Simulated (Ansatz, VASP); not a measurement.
# Cross-check of ZnGa39O60 (partly crystallised Ga2O3) between VASP and Ansatz, part 2 of 3

Wanted: the spread between two codes on one cell, functional and k mesh. Of the first pair: The structure shown is the start of the Ansatz relaxation below; VASP solves that cell, so the two are compared at the walk's first step.

VASP 6.6.1 and Ansatz 0.2.0.

So far: Set-up; Ansatz: relaxation, LDA.

**3. VASP: single point, LDA, start cell, pair 1**

Level of this step: LDA, spin-polarised from a ferromagnetic start; plane waves and PAW (Ga_d, Zn, O) (VASP).

The same cell, functional (in two slightly different forms), mesh and smearing now go to VASP, with its own data sets.

Lines of VASP's logs that name or quote its potential files are left out, and so is its time.

INCAR

```
SYSTEM = ZnGa39O60
PREC = Accurate
ENCUT = 520
EDIFF = 1E-06
NELM = 200
ISMEAR = -1
SIGMA = 0.025
LREAL = Auto
ALGO = Normal
GGA = PW92
NBANDS = 512
ISPIN = 2
MAGMOM = 0 0 -0 -0 -0 -0 -0 -0 -0 0 0 -0 0 0 -0 -0 0 -0 -0 -0 0 0 -0 -0 -0 0 -0 0 -0 -0 0 -0 -0 0 -0 -0 0 0 -0 0 -0 0 -0 -0 0 0 0 0.04 -0 0 -0 0 0 0 -0 0.04 0 0 0 0 0 0 -0 0 0 0 0 0.01 0 0 0 -0 -0 -0 0 0 0 -0 0 0 0 -0 0 0 -0 0 -0 -0 0.45 0 0.33 -0 0 0 0 0 0.01 0 0.01 0
LORBIT = 11
LWAVE = .FALSE.
LCHARG = .FALSE.
ISIF = 2
LASPH = .TRUE.
GGA_COMPAT = .FALSE.
NCORE = 2
```

POSCAR

```
ZnGa39O60
1.0
   10.0712400000      0.0000000000      0.0000000000
    0.0000000000     10.0712400000      0.0000000000
    0.0000000000      0.0000000000     10.0712400000
Ga Zn O
39 1 60
Direct
    0.6409737033      0.9060155453      0.6945222237
    0.4006160115      0.2371902566      0.0296984284
[... 1 atom line left out ...]
    0.3965251548      0.6913448592      0.6362870908
[... 4 atom lines left out ...]
    0.4646001883      0.0364801157      0.8540259194
[... 2 atom lines left out ...]
    0.6426815367      0.3585060032      0.9364785270
[... 1 atom line left out ...]
    0.3899221943      0.7292845767      0.3090483396
[... 6 atom lines left out ...]
    0.1184759771      0.6215917802      0.2040960200
    0.6358799909      0.5576572498      0.7362549200
    0.6736509109      0.6130625424      0.2317986663
    0.2080478670      0.9404998789      0.9809119830
[... 7 atom lines left out ...]
    0.6493540021      0.8286467208      0.0286558557
    0.3852355817      0.4311782859      0.8019171423
    0.1483531323      0.6754878247      0.8717297969
[... 1 atom line left out ...]
    0.3864965982      0.4220731509      0.2142635862
[... 1 atom line left out ...]
    0.1456722310      0.3407723379      0.9563966304
[... 1 atom line left out ...]
    0.4023933498      0.6307366322      0.9982782656
[... 1 atom line left out ...]
    0.4747280375      0.4258859882      0.0056100341
[... 1 atom line left out ...]
    0.5733653453      0.7442579067      0.3345764772
    0.7995142604      0.5350681743      0.1278194145
    0.5620161966      0.6765303974      0.0792653139
    0.2388683022      0.5113769506      0.9061049086
[... 1 atom line left out ...]
    0.5506372602      0.4687704791      0.2961105087
[... 1 atom line left out ...]
    0.5567536867      0.5806633543      0.5644190785
    0.0996898098      0.7521814593      0.3279933752
[... 1 atom line left out ...]
    0.7560141552      0.4975256274      0.8649977560
[... 1 atom line left out ...]
    0.3381410829      0.4520992450      0.6258514344
[... 1 atom line left out ...]
    0.4787891064      0.8539266267      0.6141051152
[... 1 atom line left out ...]
    0.3158101684      0.5968679130      0.1823310734
[... 1 atom line left out ...]
    0.0836937656      0.9381466433      0.1185951283
[... 4 atom lines left out ...]
    0.3178059504      0.8728617330      0.2364852789
    0.2202112153      0.7191765860      0.6933207827
[... 2 atom lines left out ...]
    0.0623657067      0.8661793384      0.8506003233
    0.3495498072      0.0553159293      0.0341765264
[... 1 atom line left out ...]
    0.2847613601      0.9956172229      0.8006859136
[... 1 atom line left out ...]
    0.2859528717      0.7686342496      0.9607059309
    0.7746613128      0.8295105667      0.1842772092
    0.5739114548      0.8907145495      0.8720078163
    0.4667746971      0.6102922778      0.8066732597
    0.2452726774      0.3249153034      0.1184859064
    0.0411369404      0.6778907066      0.0493683002
    0.4766145976      0.2356810085      0.2072138088
[... 2 atom lines left out ...]
    0.5758873783      0.3695076277      0.7545346948
    0.7276859652      0.7150360829      0.6837886894
    0.5749540275      0.9712706678      0.1359415524
[... 6 atom lines left out ...]
    0.8184394374      0.7696470345      0.9427836096
[... 4 atom lines left out ...]
    0.3144697177      0.2712575611      0.8625055107
    0.9752423733      0.4105254169      0.9681230911
```

KPOINTS

```
Automatic mesh
0
Gamma
1 1 1
0 0 0
```

PAW data sets: Ga_d, Zn and O (LDA family, release 64).

Started as:

```console
$ mpirun -np 8 vasp_gam
```

Numbers of over 12 decimals in the logs are rounded to 6 here.

Output:

```text
[banner, memory and clock lines left out]
running    8 mpi-ranks, on    1 nodes
[...]
|                                                                             |
|               ----> ADVICE to this user running VASP <----                  |
|                                                                             |
|     You enforced a specific xc type in the INCAR file but a different       |
|     [... a line on the potential file left out ...]
|     I HOPE YOU KNOW WHAT YOU ARE DOING!                                     |
|                                                                             |

 LDA part: xc-table for (Slater(with rela. corr.)+PW92), standard interpolation
 POSCAR, INCAR and KPOINTS ok, starting setup
[...]
entering main loop
       N       E                     dE             d eps       ncg     rms          rms(c)
DAV:   1     0.259825190416E+05    0.25983E+05   -0.30309E+05  2088   0.368E+03
DAV:   2     0.602540380132E+04   -0.19957E+05   -0.18957E+05  2048   0.107E+03
DAV:   3     0.205224316220E+03   -0.58202E+04   -0.54912E+04  2528   0.399E+02
DAV:   4    -0.660778682829E+03   -0.86600E+03   -0.84136E+03  2272   0.159E+02
[...]
DAV:  32    -0.667214641632E+03    0.12287E-05   -0.86290E-05  2384   0.119E-02    0.548E-03
DAV:  33    -0.667214642660E+03   -0.10279E-05   -0.44919E-06  1576   0.699E-03    0.565E-03
DAV:  34    -0.667214642411E+03    0.24911E-06   -0.52126E-06  1240   0.445E-03
   1 F= -.66721464E+03 E0= -.66718262E+03  d E =-.640515E-01  mag=    -0.2196
```

OUTCAR, selected parts (step 3):

```text
  Total      -29.6680757      4.2481302     -5.4202726      6.3053797     -4.6847023     10.4086938
  in kB      -46.5319363      6.6628427     -8.5012517      9.8894693     -7.3475702     16.3251801
  external PRESSURE =     -16.1234484 kB  Pullay stress =       0.0000000 kB

 POSITION                                       TOTAL-FORCE (eV/Angst)
 -----------------------------------------------------------------------------------
      6.45540      9.12470      6.99470         0.014413     -0.202373      0.061926
      4.03470      2.38880      0.29910         0.160673      0.361803     -0.017033
      9.23270      4.81830      4.29140        -0.105372      0.040388     -0.062913
      3.99350      6.96270      6.40820         0.297143     -0.331805      0.491959
      3.89970      0.14520      5.38130         0.456609     -0.544879     -0.109457
      1.85030      4.01190      5.42780         0.062460      0.184591     -0.025003
[...]
10.01730      2.18950      1.92370         0.044737     -0.087936     -0.074655
      5.69270      0.81480      6.93950        -0.194776      0.082221     -0.111404
      3.06560      3.86230      3.82720        -0.153890     -0.145701      0.167204
      2.38810      1.02800      2.98330         0.031421     -0.044496      0.141049
      3.16710      2.73190      8.68650        -0.105445     -0.313589     -0.273686
      9.82190      4.13450      9.75020        -0.104204     -0.022079      0.020467
 -----------------------------------------------------------------------------------
    total drift:                               -0.027875      0.024165      0.001723

  FREE ENERGIE OF THE ION-ELECTRON SYSTEM (eV)
  ---------------------------------------------------
  free  energy   TOTEN  =      -667.2146424110 eV

  energy  without entropy=     -667.1505908706  energy(sigma->0) =     -667.18261664

 magnetization (x)
# of ion       s       p       d       tot
------------------------------------------
    1        0.000  -0.000  -0.000  -0.000
    2        0.000  -0.000   0.000   0.000
    3        0.000   0.000  -0.000   0.000
    4        0.000   0.000  -0.000   0.000
    5        0.002   0.002  -0.001   0.002
    6        0.000   0.000   0.000   0.000
    7        0.000   0.000  -0.000   0.000
    8        0.000   0.000  -0.000   0.000
    9        0.000   0.000   0.000   0.000
   10        0.000   0.000  -0.000   0.000
   11        0.000   0.000   0.000   0.000
   12       -0.000   0.000   0.000   0.000
   13        0.000  -0.000  -0.000  -0.000
[...]
--------------------------------------------------
tot          0.002  -0.175  -0.005  -0.179

[... 3 further parts left out ...]
[key lines of the parts left out:]
E-fermi :   3.9187
```

The run ends at a pressure of -1.61 GPa, with forces up to 1.7 eV/Å.

**4. Differences**

Known differences besides the potentials themselves: VASP starts from the moments at which Ansatz ended; the cutoff is 420 eV in Ansatz and 520 eV in VASP (PREC = Accurate, projectors in real space); VASP's log shows a relativistic correction to its local exchange, Ansatz's none. Total energies have different zeros and are not compared.

Forces on 10 of the 100 atoms, those with the largest forces and the largest differences (eV/Å; atoms numbered as in POSCAR):

| atom | Ansatz x, y, z | VASP x, y, z |
| --- | --- | --- |
| Ga24 | -0.009, -0.122, 0.162 | 0.065, -0.212, 0.101 |
| Ga33 | 0.189, 0.705, 0.558 | 0.220, 0.718, 0.585 |
| O42 | 0.222, -0.911, 0.013 | 0.197, -0.878, 0.042 |
| O46 | 1.351, 0.319, 0.742 | 1.362, 0.246, 0.802 |
| O47 | -0.650, -0.460, -0.318 | -0.663, -0.520, -0.300 |
| O60 | -0.560, 0.044, 0.916 | -0.587, 0.045, 0.926 |
| O76 | -0.872, 1.299, -0.303 | -0.920, 1.344, -0.273 |
| O79 | 0.282, -0.141, -1.163 | 0.272, -0.093, -1.132 |
| O89 | -0.001, 0.016, -0.148 | 0.014, 0.119, -0.229 |
| O95 | 0.021, -0.032, 0.037 | 0.045, -0.088, -0.075 |

The forces differ by 38 meV/Å r.m.s., which is 15.4 % of the r.m.s. force of 0.245 eV/Å (both taken over all components). Moments aren't recorded for both runs of this pair, so they may hold unlike magnetic states.

**5. Ansatz: relaxation, LDA**

This run makes the geometry at which the two programs are then compared.

The structure compared here is the end of the Ansatz relaxation.

input.yaml

```yaml
crystal:
  lattice:
    - [10.07124, 0.0, 0.0]
    - [0.0, 10.07124, 0.0]
    - [0.0, 0.0, 10.07124]
  atoms:
    - { symbol: Ga, position: [0.64097, 0.90602, 0.69452] }
    - { symbol: Ga, position: [0.40062, 0.23719, 0.0297] }
[... 1 atom line left out ...]
    - { symbol: Ga, position: [0.91674, 0.47842, 0.4261] }
[... 4 atom lines left out ...]
    - { symbol: Ga, position: [0.1434, 0.93838, 0.30574] }
[... 2 atom lines left out ...]
    - { symbol: Ga, position: [0.88503, 0.59637, 0.98103] }
[... 1 atom line left out ...]
    - { symbol: Ga, position: [0.68434, 0.70556, 0.49457] }
[... 6 atom lines left out ...]
    - { symbol: Ga, position: [0.67012, 0.2286, 0.64265] }
    - { symbol: Ga, position: [0.11848, 0.62159, 0.2041] }
    - { symbol: Ga, position: [0.63588, 0.55766, 0.73625] }
    - { symbol: Ga, position: [0.67365, 0.61306, 0.2318] }
[... 7 atom lines left out ...]
    - { symbol: Ga, position: [0.1421, 0.71067, 0.50397] }
    - { symbol: Ga, position: [0.64935, 0.82865, 0.02866] }
    - { symbol: Ga, position: [0.38524, 0.43118, 0.80192] }
[... 1 atom line left out ...]
    - { symbol: Ga, position: [0.40134, 0.04096, 0.22537] }
[... 1 atom line left out ...]
    - { symbol: Ga, position: [0.63397, 0.28403, 0.3122] }
[... 1 atom line left out ...]
    - { symbol: Ga, position: [0.65288, 0.93278, 0.31383] }
[... 1 atom line left out ...]
    - { symbol: O, position: [0.47473, 0.42589, 0.00561], spin: 0.6 }
[... 1 atom line left out ...]
    - { symbol: O, position: [0.57337, 0.74426, 0.33458] }
    - { symbol: O, position: [0.79951, 0.53507, 0.12782] }
    - { symbol: O, position: [0.56202, 0.67653, 0.07927], spin: 0.6 }
    - { symbol: O, position: [0.23887, 0.51138, 0.9061], spin: 0.6 }
[... 1 atom line left out ...]
    - { symbol: O, position: [0.55064, 0.46877, 0.29611] }
[... 4 atom lines left out ...]
    - { symbol: O, position: [0.75601, 0.49753, 0.865] }
[... 1 atom line left out ...]
    - { symbol: O, position: [0.33814, 0.4521, 0.62585] }
[... 1 atom line left out ...]
    - { symbol: O, position: [0.47879, 0.85393, 0.61411] }
[... 1 atom line left out ...]
    - { symbol: O, position: [0.31581, 0.59687, 0.18233], spin: 0.6 }
[... 1 atom line left out ...]
    - { symbol: O, position: [0.08369, 0.93815, 0.1186] }
[... 4 atom lines left out ...]
    - { symbol: O, position: [0.31781, 0.87286, 0.23649] }
    - { symbol: O, position: [0.22021, 0.71918, 0.69332] }
[... 2 atom lines left out ...]
    - { symbol: O, position: [0.06237, 0.86618, 0.8506] }
    - { symbol: O, position: [0.34955, 0.05532, 0.03418] }
[... 1 atom line left out ...]
    - { symbol: O, position: [0.28476, 0.99562, 0.80069] }
[... 1 atom line left out ...]
    - { symbol: O, position: [0.28595, 0.76863, 0.96071], spin: 0.6 }
    - { symbol: O, position: [0.77466, 0.82951, 0.18428] }
    - { symbol: O, position: [0.57391, 0.89071, 0.87201] }
    - { symbol: O, position: [0.46677, 0.61029, 0.80667], spin: 0.6 }
    - { symbol: O, position: [0.24527, 0.32492, 0.11849] }
    - { symbol: O, position: [0.04114, 0.67789, 0.04937] }
    - { symbol: O, position: [0.47661, 0.23568, 0.20721] }
[... 2 atom lines left out ...]
    - { symbol: O, position: [0.57589, 0.36951, 0.75453] }
    - { symbol: O, position: [0.72769, 0.71504, 0.68379] }
    - { symbol: O, position: [0.57495, 0.97127, 0.13594] }
[... 5 atom lines left out ...]
    - { symbol: O, position: [0.97822, 0.61075, 0.80294] }
    - { symbol: O, position: [0.81844, 0.76965, 0.94278] }
[... 2 atom lines left out ...]
    - { symbol: O, position: [0.30439, 0.3835, 0.38001] }
[... 1 atom line left out ...]
    - { symbol: O, position: [0.31447, 0.27126, 0.86251] }
    - { symbol: O, position: [0.97524, 0.41053, 0.96812] }
magnetization:
  spin_polarized: true
kpoints:
  mp_grid: { grid: [1, 1, 1] }
hamiltonian:
  xc: lda
  pseudopotentials: { kind: paw, azcp: { folder: soft_1 }, xc_functional: pbe }
scf:
  occupations: { method: fermi_dirac, width: 0.025 }
  lower_state_search: "off"
output:
  forces: true
  eigenvalues: true
relax:
  f_tol: 0.05
  max_steps: 90
```

Started as:

```console
$ ansatz run input.yaml --threads 4 --pin off --max-ram 8192MiB --backend cpu --events-out ev --progress --plain --runs-dir out
```

Output:

```text
[...]
Crystal: 100 atoms, lattice volume = 1021.525 Å³
Basis set: ecut = 420 eV, 20005 PW (Γ)
Bands: 542, of which v1, the nominal top of the filled ones, is band 440 counted from 1 (439 counted from 0)
Symmetry: 1 space group operations
[...]
k-points: 1
[...]
Starting moments: Σ|m| = 4.2 μB on 7 of 100 sites
[...]
- { symbol: O, position: [0.475409, 0.416561, 0.00192253] }
    - { symbol: O, position: [0.831962, 0.230913, 0.771647] }
    - { symbol: O, position: [0.570391, 0.742798, 0.334527] }
    - { symbol: O, position: [0.802646, 0.533493, 0.130179] }
    - { symbol: O, position: [0.575038, 0.671716, 0.079972] }
    - { symbol: O, position: [0.227520, 0.504979, 0.899163] }
    - { symbol: O, position: [0.318597, 0.670321, 0.469585] }
[...]
- { symbol: O, position: [0.304018, 0.387198, 0.377453] }
    - { symbol: O, position: [0.236841, 0.106653, 0.292891] }
    - { symbol: O, position: [0.316958, 0.269248, 0.858557] }
    - { symbol: O, position: [0.973376, 0.409400, 0.967587] }
```

(Part 2 of 3 ends here.)

[Lines on the potential files, build, host, timing and source positions are cut from VASP's logs without a mark.]

[Logs are printed without paths, hosts, clocks, repeated set-up lines and the standing remarks that a program may print on its own settings, such as how far it seeks lower states.]

[Hosts, paths, dates, database ids (printed as entryN), source tags and the programs' standing remarks are cut or masked in the printed files.]
